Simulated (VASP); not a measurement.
# Ti2RuC3 in VASP: notebook, part 2 of 2

VASP 6.6.1.

## (3) Relaxation of cell and atoms, PBE

This run uses another cell than the first one, of 12.43 Å³/atom, 1.040 times its volume.

Input file INCAR:

```
  ALGO = Fast
  EDIFF = 1E-4
  EDIFFG = -0.08
  ENCUT = 520
  GGA = PE
  IBRION = 2
  ISIF = 3
  ISMEAR = 0
  LASPH = T
  LCHARG = F
  LREAL = F
  LWAVE = F
  NELM = 60
  NSW = 24
  PREC = Normal
  SIGMA = 0.15
```

Input file KPOINTS:

```
k-points
0
Gamma
  5 5 3
```

Input file POSCAR:

```
Ti2RuC3
1.0
    3.2409560200      0.0000000000      0.0000000000
    0.0000000000      3.2409560200      0.0000000000
    0.0000000000      0.0000000000      7.1029792600
Ti Ru C
2 1 3
Direct
    0.0000000000      0.5000000000      0.7340000300
    0.5000000000      0.0000000000      0.2659999700
    0.0000000000      0.0000000000      0.0000000000
    0.5000000000      0.5000000000      0.0000000000
    0.0000000000      0.5000000000      0.3820000000
    0.5000000000      0.0000000000      0.6180000000
```

Potentials or basis: VASP PAW PBE potentials, release 64 (Ti_sv, Ru_pv, C).

Run with:

```console
$ cat potpaw_PBE.64/Ti_sv/POTCAR potpaw_PBE.64/Ru_pv/POTCAR potpaw_PBE.64/C/POTCAR > POTCAR
$ mpirun -np 1 vasp_std > vasp.out
```

Wall time 87 s (1 thread of Intel Xeon 6975P-C (Granite Rapids), shared host); peak memory 0.15 GiB.

Results (log left out):

| Item | Value |
| --- | --- |
| Free energy | -52.0079 eV |
| Relaxed volume | 10.90 Å³/atom |
| Relaxed cell | a = 2.950 Å, b = 2.950 Å, c = 7.519 Å, α = 90.00°, β = 90.00°, γ = 90.00° |
| Space group after relaxing (to 0.05 Å) | P-4m2 (No. 115) |
| Energy gained by relaxing | 845.1 meV/atom |
| Ionic steps | 9 |
| Pressure after relaxing | 0.5 GPa |
| Largest force after relaxing | 0.064 eV/Å |
| Band gap on the k mesh | none (metal or under the smearing width) |

Forces in eV/Å, atoms in the order of the input:
```
Ti   0.000  0.000  0.064
Ti   0.000  0.000 -0.064
Ru   0.000  0.000  0.000
C    0.000  0.000  0.000
C    0.000  0.000 -0.045
C    0.000  0.000  0.045
```

Stress tensor (GPa, compression positive):
```
 0.93  0.00  0.00
 0.00  0.93  0.00
 0.00  0.00 -0.25
```

Step by step:
| step | energy change (eV) | largest force (eV/Å) | pressure (GPa) | volume (Å³) |
| --- | --- | --- | --- | --- |
| 1 | 0.0000 | 3.2276 | -23.32 | 74.61 |
| 2 | -1.7666 | 4.4759 | 36.54 | 56.63 |
| 3 | -1.9786 | 4.4391 | 16.66 | 60.17 |
| 4 | -3.7736 | 2.6326 | 26.13 | 58.63 |
| 5 | -4.0025 | 0.8190 | 40.55 | 57.57 |
| 6 | -4.8979 | 1.4555 | 10.01 | 63.88 |
| 7 | -4.8992 | 1.3279 | 10.56 | 63.69 |
| 8 | -5.0490 | 0.4221 | 3.55 | 64.86 |
| 9 | -5.0704 | 0.0638 | 0.54 | 65.43 |

Final structure:
```xyz
6
Lattice="2.9498 0.0000 0.0000 0.0000 2.9498 0.0000 0.0000 0.0000 7.5193" Properties=species:S:1:pos:R:3 pbc="T T T"
Ti    0.0000    1.4749    4.8590
Ti    1.4749    2.9498    2.6603
Ru    0.0000    0.0000    0.0000
C     1.4749    1.4749    0.0000
C     0.0000    1.4749    2.6575
C     1.4749    2.9498    4.8619
```

Levels at points of the mesh, in eV from the Fermi level:
```
           k point  band 23  band 24  band 25  band 26  band 27  band 28
(0.00, 0.00, 0.00)    -0.27    -0.27     0.04     0.48     0.48     1.18
```

Caveat: the k mesh is coarse (spacing up to 0.39 Å⁻¹), so the values aren't converged.

## (4) Relaxation of cell and atoms, PBE

This run uses another cell than the first one, of 15.26 Å³/atom, 1.276 times its volume.

INCAR is that of step 3.

KPOINTS is that of step 3.

Input file POSCAR:

```
Ti2RuC3
1.0
    3.8170113200      0.0000000000      0.0000000000
   -1.9085056600      3.3056287700      0.0000000000
    0.0000000000      0.0000000000      7.2572114500
Ti Ru C
2 1 3
Direct
    0.0000000000      0.0000000000      0.1671615000
    0.0000000000      0.0000000000      0.8328385000
    0.0000000000      0.0000000000      0.5000000000
    0.5000000000      0.0000000000      0.5000000000
    0.0000000000      0.5000000000      0.5000000000
    0.5000000000      0.5000000000      0.5000000000
```

Run with:

```console
$ cat potpaw_PBE.64/Ti_sv/POTCAR potpaw_PBE.64/Ru_pv/POTCAR potpaw_PBE.64/C/POTCAR > POTCAR
$ mpirun -np 1 vasp_std > vasp.out
```

Wall time 3.9 min (1 thread of Intel Xeon 6975P-C (Granite Rapids), shared host); peak memory 0.19 GiB.

The run converged. Its results:

```yaml
Free_energy: -39.2207 eV
Relaxed_volume: 16.89 Å³/atom
Relaxed_cell: a = 3.999 Å, b = 3.999 Å, c = 7.316 Å, α = 90.00°, β = 90.00°, γ = 120.00°
Space_group_after_relaxing_to_0.05_Å: P6/mmm (No. 191)
Energy_gained_by_relaxing: 237.6 meV/atom
Ionic_steps: 18
Pressure_after_relaxing: -0.2 GPa
Largest_force_after_relaxing: 0.065 eV/Å
Band_gap_on_the_k_mesh: none (metal or under the smearing width)
```

Forces on the atoms (eV/Å):
```
Ti   0.000  0.000 -0.065
Ti   0.000  0.000  0.065
Ru   0.000  0.000  0.000
C    0.000  0.000  0.000
C    0.000  0.000  0.000
C    0.000  0.000  0.000
```

Stress tensor (GPa, compression positive):
```
 0.00  0.00  0.00
 0.00  0.00  0.00
 0.00  0.00 -0.49
```

Step by step:
| step | energy change (eV) | largest force (eV/Å) | pressure (GPa) | volume (Å³) |
| --- | --- | --- | --- | --- |
| 1 | 0.0000 | 1.1750 | 19.02 | 91.57 |
| 2 | 0.7558 | 1.2606 | -28.67 | 117.63 |
| 3 | -0.6310 | 1.1504 | -1.21 | 103.56 |
| 4 | -0.7054 | 0.6638 | -0.99 | 103.81 |
| 5 | -0.7489 | 0.7024 | -1.05 | 103.59 |
| 6 | -0.9658 | 1.7607 | -1.62 | 102.96 |
| 7 | -1.1805 | 4.5146 | 3.94 | 101.69 |
| 8 | -1.1853 | 2.2495 | -2.05 | 102.60 |
| 9 | -1.4058 | 0.5454 | -0.59 | 102.14 |
| 10 | -1.4104 | 0.3114 | 0.23 | 102.03 |
| 11 | -1.4126 | 0.0298 | -0.36 | 102.07 |
| 12 | -1.1812 | 4.6862 | 3.43 | 100.58 |
| 13 | -1.4152 | 0.2503 | 0.19 | 101.91 |
| 14 | -1.4161 | 0.3389 | 0.20 | 101.89 |
| 15 | -1.4165 | 0.0044 | -1.44 | 102.02 |
| 16 | -1.4230 | 0.1732 | -0.75 | 101.96 |
| 17 | -1.4163 | 0.5788 | 0.55 | 100.10 |
| 18 | -1.4254 | 0.0651 | -0.16 | 101.34 |

Final structure:
```
Ti Ru C
1.0
     3.99930    0.00000    0.00000
    -1.99965    3.46350    0.00000
     0.00000    0.00000    7.31625
Ti Ru C
2 1 3
Direct
  0.00000 0.00000 0.13050
  0.00000 0.00000 0.86950
  0.00000 0.00000 0.50000
  0.50000 0.00000 0.50000
  0.00000 0.50000 0.50000
  0.50000 0.50000 0.50000
```

Levels at points of the mesh, in eV from the Fermi level:
```csv
k point,band 23,band 24,band 25,band 26,band 27,band 28
"(0.00, 0.00, 0.00)",-0.59,-0.59,0.28,0.28,0.28,0.28
```

Caveat: the k mesh is coarse (spacing up to 0.38 Å⁻¹), so the values aren't converged.

## (5) Relaxation of cell and atoms, PBE

This run uses another cell than the first one, of 11.52 Å³/atom, 0.963 times its volume.

INCAR is that of step 4.

Input file KPOINTS:

```
k-points
0
Gamma
  6 6 2
```

Input file POSCAR:

```
Ti2RuC3
1.0
    3.0635294900      0.0000000000      0.0000000000
   -1.5317647400      2.6530943600      0.0000000000
    0.0000000000      0.0000000000      8.5041119500
Ti Ru C
2 1 3
Direct
    0.0000000000      0.0000000000      0.3350000000
    0.0000000000      0.0000000000      0.6650000000
    0.0000000000      0.0000000000      0.0000000000
    0.3333333300      0.6666666700      0.8350000000
    0.3333333300      0.6666666700      0.1650000000
    0.3333333300      0.6666666700      0.5000000000
```

Run with:

```console
$ cat potpaw_PBE.64/Ti_sv/POTCAR potpaw_PBE.64/Ru_pv/POTCAR potpaw_PBE.64/C/POTCAR > POTCAR
$ mpirun -np 1 vasp_std > vasp.out
```

Wall time 69 s (1 thread of Intel Xeon 6975P-C (Granite Rapids), shared host); peak memory 0.16 GiB.

The run converged. Its results:

```
Free energy                            : -52.2230 eV
Relaxed volume                         : 10.33 Å³/atom
Relaxed cell                           : a = 2.921 Å, b = 2.921 Å, c = 8.385 Å, α = 90.00°, β = 90.00°, γ = 120.00°
Space group after relaxing (to 0.05 Å) : P-6m2 (No. 187)
Energy gained by relaxing              : 129.3 meV/atom
Ionic steps                            : 7
Pressure after relaxing                : -0.5 GPa
Largest force after relaxing           : 0.068 eV/Å
Band gap on the k mesh                 : none (metal or under the smearing width)
```

Forces on the atoms (eV/Å):
```
Ti   0.000  0.000 -0.045
Ti   0.000  0.000  0.045
Ru   0.000  0.000  0.000
C    0.000  0.000  0.068
C    0.000  0.000 -0.068
C    0.000  0.000  0.000
```

Stress tensor (GPa, compression positive):
```
-0.41  0.00  0.00
 0.00 -0.41  0.00
 0.00  0.00 -0.70
```

Step by step:
| step | energy change (eV) | largest force (eV/Å) | pressure (GPa) | volume (Å³) |
| --- | --- | --- | --- | --- |
| 1 | 0.0000 | 1.6350 | -22.16 | 69.12 |
| 2 | 0.2491 | 0.6107 | 46.88 | 54.37 |
| 3 | -0.6672 | 1.0313 | 2.22 | 61.60 |
| 4 | -0.7729 | 0.2490 | 1.47 | 61.60 |
| 5 | -0.7734 | 0.1949 | 1.18 | 61.60 |
| 6 | -0.7747 | 0.0898 | -1.12 | 62.21 |
| 7 | -0.7760 | 0.0677 | -0.51 | 61.95 |

Final structure:
```
Ti Ru C
1.0
     2.92098    0.00000    0.00000
    -1.46049    2.52964    0.00000
     0.00000    0.00000    8.38468
Ti Ru C
2 1 3
Direct
  0.00000 0.00000 0.33945
  0.00000 0.00000 0.66055
  0.00000 0.00000 0.00000
  0.33333 0.66667 0.84525
  0.33333 0.66667 0.15475
  0.33333 0.66667 0.50000
```

Levels at points of the mesh, in eV from the Fermi level:
```csv
k point,band 23,band 24,band 25,band 26,band 27,band 28
"(0.00, 0.00, 0.00)",-1.07,0.34,0.46,0.46,0.79,0.79
"(0.50, 0.00, 0.00)",-2.22,-1.11,-0.18,0.34,0.49,0.86
"(0.00, 0.00, 0.50)",-1.11,0.25,0.53,0.53,0.63,1.04
"(0.50, 0.00, 0.50)",-1.70,-1.32,-0.44,-0.14,0.37,1.09
```

Caveat: the k mesh is coarse (spacing up to 0.39 Å⁻¹), so the values aren't converged.
